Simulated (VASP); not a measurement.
An input for Quantum ESPRESSO's pw.x (written as the equivalent of a VASP run, and not itself run):

```
&CONTROL
  calculation = 'scf'
  pseudo_dir = './pseudo'
  outdir = './out'
  tprnfor = .true.
  tstress = .true.
/
&SYSTEM
  ibrav = 0
  nat = 2
  ntyp = 2
  ecutwfc = 96
  occupations = 'tetrahedra'
  input_dft = 'pbe'
  vdw_corr = 'grimme-d3'
  dftd3_version = 4
  dftd3_threebody = .false.
/
&ELECTRONS
  conv_thr = 7.3e-09
  electron_maxstep = 100
/
ATOMIC_SPECIES
  Ga 69.723 Ga.upf
  Co 58.933 Co.upf
CELL_PARAMETERS angstrom
     2.8508706    0.0000000    0.0000000
     0.0000000    2.8508706    0.0000000
     0.0000000    0.0000000    2.8508706
ATOMIC_POSITIONS crystal
  Ga   0.5000000  0.5000000  0.5000000
  Co   0.0000000  0.0000000  0.0000000
K_POINTS automatic
  14 14 14 0 0 0
```

Q: Translate this input to VASP (INCAR, KPOINTS, POSCAR, choice of POTCAR).

A: Several could match; the one computed here: 
**INCAR**
```
SYSTEM  =  CoGa
PREC  =  Accurate; ENCUT  =  520; LREAL  =  .FALSE.
LASPH  =  .TRUE.
EDIFF  =  1E-7; NELM  =  100; ALGO  =  Normal
LMAXMIX  =  4
ISMEAR  =  -5
GGA  =  PE; IVDW  =  12
ISIF  =  2
LWAVE  =  .FALSE.; LCHARG  =  .TRUE.; LORBIT  =  11
NEDOS  =  601
```

POSCAR:
```
CoGa
2.8508710
  0.9999998741   0.0000000000   0.0000000000
  0.0000000000   0.9999998741   0.0000000000
  0.0000000000   0.0000000000   0.9999998741
Ga Co
1 1
direct
  0.5000000000   0.5000000000   0.5000000000
  0.0000000000   0.0000000000   0.0000000000
```

### KPOINTS
```
Automatic mesh
0
Gamma
14 14 14
0 0 0
```

POTCAR, in this order: Ga_d Co (PBE.64 set). Program: vasp_std.

Limits of the translation: the potentials are each code's own (VASP's PAW set, PseudoDojo norm-conserving files in pw.x), so ENCUT and ecutwfc are chosen apart and not converted; conv_thr bounds pw.x's estimated SCF error, while EDIFF bounds the energy change between steps.

The compound is CoGa in the CsCl type structure. It was relaxed first.
